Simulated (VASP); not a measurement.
Here is the system:

```
CELL_PARAMETERS angstrom
      0.00000     2.48123     2.48123
      2.48123     0.00000     2.48123
      2.48123     2.48123     0.00000
ATOMIC_POSITIONS crystal
  Li 0.00000 0.00000 0.00000
  Cl 0.50000 0.50000 0.50000
```

Computed with LDA (Ceperley-Alder, Perdew-Zunger), VASP's LDA PAW potentials (set 64) (plane waves; VASP 6.6.1). Settings: 520 eV cut-off, 9×9×9 Γ-centred mesh, Gaussian smearing of 0.010 eV, potentials Li_sv Cl.

Problem. Give the electronic dielectric tensor ε∞ (DFPT, local fields included).

Solution. 
```
3.19  0.00  0.00
0.00  3.19  0.00
0.00  0.00  3.19
```

Problem. Give the Born effective charges.

Solution. 
```tsv
atom	Z*xx	Z*yy	Z*zz	mean
Li1	1.17	1.17	1.17	1.17
Cl2	-1.17	-1.17	-1.17	-1.17
```

The structure comes from a computed database's LiCl entry (Fm-3m); how it stands against other phases isn't given here. It was relaxed first, which changed the volume by -7 %.
